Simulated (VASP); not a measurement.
Given:

```yaml
crystal:
  lattice:
    - [4.04767, 0.00000, 0.00000]
    - [0.00000, 4.04767, 0.00000]
    - [0.00000, 0.00000, 4.04767]
  atoms:
    - { symbol: Tl, position: [0.00000, 0.00000, 0.00000] }
    - { symbol: Br, position: [0.50000, 0.50000, 0.50000] }
```

The numbers are results of PBE GGA, VASP's PBE PAW potentials (set 64) (plane waves; VASP 6.6.1), not measurements. Settings: 520 eV cut-off, 6×6×6 Γ-centred mesh, Gaussian smearing of 0.050 eV, potentials Tl_d Br.

Unless said otherwise, spin-orbit coupling is left out, though it shifts the bands of the heavy elements here.

Problem. Predict the energy per atom (σ→0), band gap (on the k-mesh) with the smallest direct gap where there is one.

Solution. 
band gap (on the k-mesh): 1.99 eV
smallest direct gap (on the k-mesh): 1.99 eV
energy per atom (σ→0): -2.773 eV/atom

Only differences to runs with the same potentials and settings are physical.

The compound is TlBr in the CsCl type structure. It was relaxed first. The start is the result of an earlier pass.
